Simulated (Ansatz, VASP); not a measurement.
# BaTiO3 in two plane-wave programs, part 2 of 3

Wanted: the spread between two codes on one cell, functional and k mesh. The cell is taken from a series of VASP runs on this material, whose earlier steps may have relaxed, scaled or displaced it; both programs get it as it stands.

VASP 6.6.1 and Ansatz 0.2.0.

So far, pressure fixed basis (GPa): step 4 (differences) -1.90.

### Step 6. Ansatz: band structure, r2SCAN

Level of this step: Ansatz beside VASP: Kohn-Sham DFT, plane waves, r2SCAN (Ansatz).

The same path points are solved in both programs, so levels can be compared one by one.

The cell is taken from a series of VASP runs on this material, whose earlier steps may have relaxed, scaled or displaced it; both programs get it as it stands.

Contents of input.yaml:

```yaml
crystal:
  lattice:
    - [3.9873869246, 0.0, 0.0]
    - [0.0, 3.9873869246, 0.0]
    - [0.0, 0.0, 4.1187101708]
  atoms:
    - { symbol: Ba, position: [0.0, 0.0, 0.0066704939] }
    - { symbol: Ti, position: [0.5, 0.5, 0.5251820461] }
    - { symbol: O, position: [0.5, 0.5, 0.9706868149] }
    - { symbol: O, position: [0.5, 0.0, 0.4872303225] }
    - { symbol: O, position: [0.0, 0.5, 0.4872303225] }
hamiltonian:
  xc: r2scan
  pseudopotentials: { kind: paw }
kpoints:
  mp_grid: { grid: [5, 5, 5] }
  band_path:
    path:
      - [0.0, 0.0, 0.0]
      - [0.0, 0.13333, 0.0]
      - [0.0, 0.3, 0.0]
      - [0.0, 0.46667, 0.0]
      - [0.1, 0.5, 0.0]
      - [0.26667, 0.5, 0.0]
      - [0.43333, 0.5, 0.0]
      - [0.43333, 0.43333, 0.0]
      - [0.26667, 0.26667, 0.0]
      - [0.1, 0.1, 0.0]
      - [0.0, 0.0, 0.03333]
      - [0.0, 0.0, 0.2]
      - [0.0, 0.0, 0.36667]
      - [0.0, 0.0, 0.5]
      - [0.0, 0.16667, 0.5]
      - [0.0, 0.3, 0.5]
      - [0.0, 0.46667, 0.5]
      - [0.1, 0.5, 0.5]
      - [0.26667, 0.5, 0.5]
      - [0.43333, 0.5, 0.5]
      - [0.5, 0.5, 0.5]
      - [0.43333, 0.43333, 0.5]
      - [0.26667, 0.26667, 0.5]
      - [0.1, 0.1, 0.5]
      - [0.0, 0.5, 0.03333]
      - [0.0, 0.5, 0.2]
      - [0.0, 0.5, 0.36667]
      - [0.5, 0.5, 0.0]
      - [0.5, 0.5, 0.16667]
      - [0.5, 0.5, 0.33333]
      - [0.5, 0.5, 0.5]
    npoints: 1
scf:
  occupations: { method: gaussian, width: 0.05 }
  n_extra_bands: 8
output:
  forces: true
  stress: true
  eigenvalues: true
```

Launch:

```
$ ansatz run input.yaml --threads 2 --pin off --max-ram 4608MiB --backend cpu --events-out ev --progress --plain --runs-dir out
```

Numbers of over 12 decimals in the logs are rounded to 6 here.

What it wrote:

```text
[...]
Crystal: 5 atoms, lattice volume = 65.484 Å³
Basis set: ecut = 500 eV, 1663 PW (Γ), exchange–correlation on 120×120×128 points (64 copies of the dense FFT grid, shifted against one another)
Bands: 28, of which v1, the nominal top of the filled ones, is band 20 counted from 1 (19 counted from 0)
Symmetry: 8 space group operations
[...]
k-point 0: bands = [... 16 lower, 8.5514, 9.1976, 9.3939, 9.3939, 12.0484, 12.4853, 12.4853, 14.2072, ... 4 higher]
  k-point 1: bands = [... 16 lower, 8.3076, 8.6393, 9.3017, 9.3017, 12.0835, 12.9210, 12.9210, 14.2042, ... 4 higher]
  k-point 2: bands = [... 16 lower, 7.9634, 7.9702, 9.1523, 9.1523, 12.1419, 13.5799, 13.5799, 14.2033, ... 4 higher]
  k-point 17: bands = [... 16 lower, 7.3024, 9.3105, 9.3837, 9.6612, 14.1254, 14.1322, 14.2005, 16.8168, ... 4 higher]
[key lines of the parts left out:]
SCF converged after 9 iterations
Free energy (F): -10183.822631 eV
Fermi energy:    10.870415 eV
P = ⅓ Tr σ = -1.8345 GPa (-18.345 kbar)
```

It took 14 s on 2 threads of Arm Neoverse N1, shared host; peak memory 0.43 GiB.

The value for the pressure fixed basis stays at -1.90 GPa, as in step 4 (changed since: band structure and job bands).

### Step 7. VASP: band structure, r2SCAN

The same cell, functional, mesh and smearing now go to VASP, with its own data sets and cutoff.

Contents of INCAR:

```
SYSTEM = BaTiO3
PREC = Accurate
ENCUT = 520
EDIFF = 1E-06
NELM = 100
ISMEAR = 0
SIGMA = 0.05
LREAL = .FALSE.
ALGO = Normal
METAGGA = R2SCAN
LASPH = .TRUE.
NBANDS = 35
LORBIT = 11
LWAVE = .FALSE.
LCHARG = .FALSE.
KPAR = 4
```

Contents of POSCAR:

```
BaTiO3
1.0
    3.9873869246      0.0000000000      0.0000000000
    0.0000000000      3.9873869246      0.0000000000
    0.0000000000      0.0000000000      4.1187101708
Ba Ti O
1 1 3
Direct
    0.0000000000      0.0000000000      0.0066704939
    0.5000000000      0.5000000000      0.5251820461
    0.5000000000      0.5000000000      0.9706868149
    0.5000000000      0.0000000000      0.4872303225
    0.0000000000      0.5000000000      0.4872303225
```

Contents of KPOINTS:

```
Automatic mesh
0
Gamma
5 5 5
0 0 0
```

Contents of KPOINTS_OPT:

```
Line mode
16
Line-mode
Reciprocal
  0.00000000   0.00000000   0.00000000 GAMMA
  0.00000000   0.50000000   0.00000000 X

  0.00000000   0.50000000   0.00000000 X
  0.50000000   0.50000000   0.00000000 M

  0.50000000   0.50000000   0.00000000 M
  0.00000000   0.00000000   0.00000000 GAMMA

  0.00000000   0.00000000   0.00000000 GAMMA
  0.00000000   0.00000000   0.50000000 Z

  0.00000000   0.00000000   0.50000000 Z
  0.00000000   0.50000000   0.50000000 R

  0.00000000   0.50000000   0.50000000 R
  0.50000000   0.50000000   0.50000000 A

  0.50000000   0.50000000   0.50000000 A
  0.00000000   0.00000000   0.50000000 Z

  0.00000000   0.50000000   0.00000000 X
  0.00000000   0.50000000   0.50000000 R

  0.50000000   0.50000000   0.00000000 M
  0.50000000   0.50000000   0.50000000 A
```

The projector-augmented-wave data sets are Ba_sv, Ti_sv and O (PBE family, release 64).

Launch:

```
$ mpirun -np 4 vasp_std
```

What it wrote:

```text
[banner, memory and clock lines left out]
running    4 mpi-ranks, on    1 nodes
[...]
[... a notice as in an earlier step ...]

 LDA part: xc-table for (None), standard interpolation
 POSCAR, INCAR and KPOINTS ok, starting setup
[...]
entering main loop
       N       E                     dE             d eps       ncg     rms          rms(c)
DAV:   1     0.371215649372E+03    0.37122E+03   -0.20283E+04  1260   0.127E+03
DAV:   2    -0.530386403047E+02   -0.42425E+03   -0.39384E+03  1379   0.362E+02
DAV:   3    -0.950168433182E+02   -0.41978E+02   -0.41316E+02  1795   0.112E+02
DAV:   4    -0.970126907194E+02   -0.19958E+01   -0.19832E+01  1885   0.200E+01
[...]
DAV:  14    -0.742643296518E+02    0.23673E-05   -0.44999E-05  1583   0.472E-02    0.820E-03
DAV:  15    -0.742643277347E+02    0.19172E-05   -0.75235E-06  1617   0.159E-02    0.506E-03
DAV:  16    -0.742643278854E+02   -0.15070E-06   -0.12886E-06   966   0.920E-03
   1 F= -.74264328E+02 E0= -.74264328E+02  d E =-.146586E-17
 Start KPOINTS_OPT (optional k-point list driver)
k-point batch [1-18\144]
       N       E                     dE             ncg
DAV:   1     0.133668600298E+03   -0.88229E+04     1260
DAV:   2    -0.707789864975E+04   -0.72116E+04     1383
DAV:   3    -0.779714355832E+04   -0.71924E+03     1716
DAV:   4    -0.782908186877E+04   -0.31938E+02     1840
[...]
DAV:   8    -0.782980392739E+04   -0.26460E-04     1380
DAV:   9    -0.782980392865E+04   -0.12626E-05     1248
DAV:  10    -0.782980392872E+04   -0.64342E-07     1086
[...]
k-point batch [127-144\144]
       N       E                     dE             ncg
DAV:   1     0.235166417784E+03   -0.25405E+05     1260
DAV:   2    -0.717210415742E+04   -0.74073E+04     1348
DAV:   3    -0.796171068681E+04   -0.78961E+03     1881
DAV:   4    -0.799759822903E+04   -0.35888E+02     1691
DAV:   5    -0.799859365298E+04   -0.99542E+00     1689
DAV:   6    -0.799860600571E+04   -0.12353E-01     1651
DAV:   7    -0.799860630727E+04   -0.30156E-03     1694
DAV:   8    -0.799860631703E+04   -0.97559E-05     1213
DAV:   9    -0.799860631748E+04   -0.44650E-06     1154
```

OUTCAR, selected parts (step 7):

```text
  Total        0.0146273      0.0146273      0.0176877      0.0000000     -0.0000000      0.0000000
  in kB        0.3578802      0.3578802      0.4327581      0.0000000     -0.0000000      0.0000000
  external PRESSURE =       0.3828395 kB  Pullay stress =       0.0000000 kB

 POSITION                                       TOTAL-FORCE (eV/Angst)
 -----------------------------------------------------------------------------------
      0.00000      0.00000      0.02747        -0.000000      0.000000      0.008196
      1.99369      1.99369      2.16307        -0.000000     -0.000000     -0.002165
      1.99369      1.99369      3.99798        -0.000000     -0.000000     -0.004248
      1.99369      0.00000      2.00676        -0.000000      0.000000     -0.000892
      0.00000      1.99369      2.00676         0.000000      0.000000     -0.000892
 -----------------------------------------------------------------------------------
    total drift:                                0.000000      0.000000      0.012883

  FREE ENERGIE OF THE ION-ELECTRON SYSTEM (eV)
  ---------------------------------------------------
  free  energy   TOTEN  =       -74.2643278854 eV

  energy  without entropy=      -74.2643278854  energy(sigma->0) =      -74.26432789

[... 1 part as in an earlier step ...]

[... 2 further parts left out ...]
[key lines of the parts left out:]
E-fermi :   3.6249
```

The run ends at a pressure of 0.04 GPa, with forces up to 0.0082 eV/Å.

### Step 8. Side by side

The two programs side by side:

```csv
quantity,Ansatz,VASP,difference
pressure (GPa),-1.83,0.04,-1.87
pressure without Ansatz's Pulay correction (GPa),-1.90,0.04,-1.94
gap over the path points (eV),2.195,2.178,+0.017
```

Levels at points of the path, from each program's valence-band top (eV; 4 filled, then empty):

```
k (reciprocal lattice)                                  Ansatz                                    VASP
     0.000 0.000 0.000  -1.30 -0.66 -0.46 -0.46 2.19 2.63 2.63  -1.29 -0.69 -0.49 -0.49 2.18 2.61 2.61
     0.000 0.133 0.000  -1.37 -0.90 -0.64 -0.56 2.51 2.66 2.73  -1.36 -0.93 -0.67 -0.60 2.49 2.65 2.71
     0.000 0.300 0.000  -1.68 -1.45 -1.06 -0.92 2.68 3.34 3.36  -1.70 -1.48 -1.09 -0.96 2.67 3.34 3.35
     0.000 0.467 0.000  -1.92 -1.68 -1.31 -1.13 2.71 3.83 3.90  -1.93 -1.71 -1.35 -1.17 2.71 3.83 3.90
     0.100 0.500 0.000  -1.72 -1.62 -1.27 -1.03 2.75 3.86 3.92  -1.75 -1.66 -1.29 -1.07 2.75 3.86 3.92
     0.267 0.500 0.000  -1.84 -1.47 -1.19 -0.44 3.23 3.94 4.04  -1.87 -1.51 -1.22 -0.47 3.23 3.93 4.04
     0.433 0.500 0.000  -1.95 -1.12 -1.11 -0.07 3.87 3.95 4.30  -1.98 -1.16 -1.15 -0.10 3.86 3.94 4.29
     0.433 0.433 0.000  -1.93 -1.19 -1.10 -0.10 3.84 3.90 4.26  -1.96 -1.23 -1.13 -0.13 3.83 3.89 4.26
     0.267 0.267 0.000  -2.10 -1.20 -1.09 -0.50 3.09 3.35 3.58  -2.15 -1.22 -1.12 -0.53 3.08 3.35 3.57
     0.100 0.100 0.000  -1.30 -1.08 -0.58 -0.51 2.52 2.67 2.71  -1.29 -1.11 -0.61 -0.54 2.50 2.65 2.69
```

At this near-relaxed geometry the largest component of a force difference is 155 meV/Å. Among the levels compared at these points, filled levels agree within 56 meV and empty ones within 20 meV. Ansatz's pressure holds a Pulay correction of 0.06 GPa; VASP's holds none.

### Step 9. Further runs

Further runs change the set-up of one program: Ansatz's method, potentials or start, or VASP's data sets, cutoff or form of LDA. The table gives Ansatz less VASP for each quantity, since a change that brings one quantity closer may part another.

```
                                        run  r.m.s. force difference (meV/Å)  pressure (GPa)  gap over the path points (eV)  pressure without Ansatz's Pulay correction (GPa)
                                   as above                               57            -1.9                          0.017                                              -1.9
                       cores kept as stored                               57            -1.9                          0.017                                              -2.0
    Ansatz's larger PAW set (cutoff 910 eV)                               61            -1.9                          0.011                                                  
norm-conserving potentials (cutoff 1290 eV)                               56            -1.9                          0.016
```

### Step 10. VASP: band structure, r2SCAN, spin-orbit coupling

The same path points are solved in both programs, so levels can be compared one by one.

INCAR: that of step 7 with these lines changed.

```diff
@@ -11,3 +11,8 @@
 LASPH = .TRUE.
-NBANDS = 35
+LNONCOLLINEAR = .TRUE.
+MAGMOM = 0 0 0 0 0 0 0 0 0 0 0 0 0 0 0
+NBANDS = 52
+GGA_COMPAT = .FALSE.
+LSORBIT = .TRUE.
+LMAXMIX = 4
 LORBIT = 11
```

POSCAR is that of step 7.

Contents of KPOINTS:

```
Automatic mesh
0
Gamma
4 4 4
0 0 0
```

KPOINTS_OPT is that of step 7.

Launch:

```
$ mpirun -np 4 vasp_ncl
```

What it wrote:

```text
[... set-up lines as in an earlier step ...]
 entering main loop
       N       E                     dE             d eps       ncg     rms          rms(c)
DAV:   1     0.466712066451E+03    0.46671E+03   -0.20306E+04  2496   0.170E+03
DAV:   2    -0.193895794012E+02   -0.48610E+03   -0.45882E+03  2740   0.491E+02
DAV:   3    -0.918162631868E+02   -0.72427E+02   -0.70798E+02  3384   0.184E+02
DAV:   4    -0.969912198900E+02   -0.51750E+01   -0.51592E+01  3840   0.449E+01
[...]
DAV:  15    -0.744458227225E+02   -0.38464E-05   -0.29065E-05  3832   0.712E-02    0.220E-02
DAV:  16    -0.744458182262E+02    0.44963E-05   -0.75464E-06  3336   0.315E-02    0.738E-03
DAV:  17    -0.744458177105E+02    0.51564E-06   -0.18347E-06  2580   0.133E-02
   1 F= -.74445818E+02 E0= -.74445818E+02  d E =-.235877E-19  mag=    -0.0000     0.0000     0.0000
 Start KPOINTS_OPT (optional k-point list driver)
k-point batch [1-24\144]
       N       E                     dE             ncg
DAV:   1     0.196301625906E+04   -0.10993E+05     2496
DAV:   2    -0.877876210607E+04   -0.10742E+05     2704
DAV:   3    -0.103468939539E+05   -0.15681E+04     3492
DAV:   4    -0.104760316607E+05   -0.12914E+03     3636
[...]
DAV:   8    -0.104831381996E+05   -0.68998E-04     3476
DAV:   9    -0.104831382017E+05   -0.20881E-05     2280
DAV:  10    -0.104831382019E+05   -0.16555E-06     1820
[...]
k-point batch [121-144\144]
       N       E                     dE             ncg
DAV:   1     0.200924419395E+04   -0.30177E+05     2496
DAV:   2    -0.887261877976E+04   -0.10882E+05     2692
DAV:   3    -0.105285863723E+05   -0.16560E+04     3736
DAV:   4    -0.106570162702E+05   -0.12843E+03     3468
[...]
DAV:   8    -0.106636362858E+05   -0.60349E-04     3352
DAV:   9    -0.106636362873E+05   -0.15078E-05     2200
DAV:  10    -0.106636362875E+05   -0.13684E-06     1848
```

From OUTCAR (step 10):

```text
  Total        0.0190414      0.0190414      0.0445372      0.0000000      0.0000000      0.0000000
  in kB        0.4658776      0.4658776      1.0896720      0.0000000      0.0000000      0.0000000
  external PRESSURE =       0.6738091 kB  Pullay stress =       0.0000000 kB

 POSITION                                       TOTAL-FORCE (eV/Angst)
 -----------------------------------------------------------------------------------
      0.00000      0.00000      0.02747        -0.000000      0.000000      0.011009
      1.99369      1.99369      2.16307         0.000000     -0.000000      0.044310
      1.99369      1.99369      3.99798         0.000000      0.000000     -0.016714
      1.99369      0.00000      2.00676         0.000000      0.000000     -0.019302
      0.00000      1.99369      2.00676         0.000000      0.000000     -0.019302
 -----------------------------------------------------------------------------------
    total drift:                                0.000000      0.000000      0.013081

  FREE ENERGIE OF THE ION-ELECTRON SYSTEM (eV)
  ---------------------------------------------------
  free  energy   TOTEN  =       -74.4458177105 eV

  energy  without entropy=      -74.4458177105  energy(sigma->0) =      -74.44581771

 magnetization (x)
# of ion       s       p       d       tot
------------------------------------------
    1        0.000   0.000  -0.000   0.000
    2        0.000  -0.000   0.000  -0.000
    3        0.000   0.000   0.000   0.000
    4        0.000   0.000   0.000   0.000
    5        0.000   0.000   0.000   0.000
--------------------------------------------------
tot          0.000   0.000  -0.000   0.000

 magnetization (y)
# of ion       s       p       d       tot
------------------------------------------
    1        0.000   0.000  -0.000   0.000
    2        0.000   0.000   0.000   0.000
    3        0.000   0.000   0.000   0.000
    4        0.000   0.000   0.000   0.000
    5        0.000   0.000   0.000   0.000
--------------------------------------------------
tot          0.000   0.000  -0.000   0.000

 magnetization (z)
# of ion       s       p       d       tot
------------------------------------------
    1        0.000   0.000   0.000   0.000
    2        0.000   0.000   0.000   0.000
    3        0.000  -0.000   0.000  -0.000
    4        0.000  -0.000   0.000   0.000
    5       -0.000   0.000   0.000  -0.000
--------------------------------------------------
tot          0.000  -0.000   0.000  -0.000

[... 1 part as in an earlier step ...]

[... 2 further parts left out ...]
[key lines of the parts left out:]
E-fermi :   3.8254
```

The run ends at a pressure of 0.07 GPa, with forces up to 0.044 eV/Å.

(Part 2 of 3 ends here.)

[Lines on the potential files, build, host, timing and source positions are cut from VASP's logs without a mark.]

[Logs are printed without paths, hosts, clocks, repeated set-up lines and the standing remarks that a program may print on its own settings, such as how far it seeks lower states.]

[Hosts, paths, dates, database ids (printed as entryN), source tags and the programs' standing remarks are cut or masked in the printed files.]
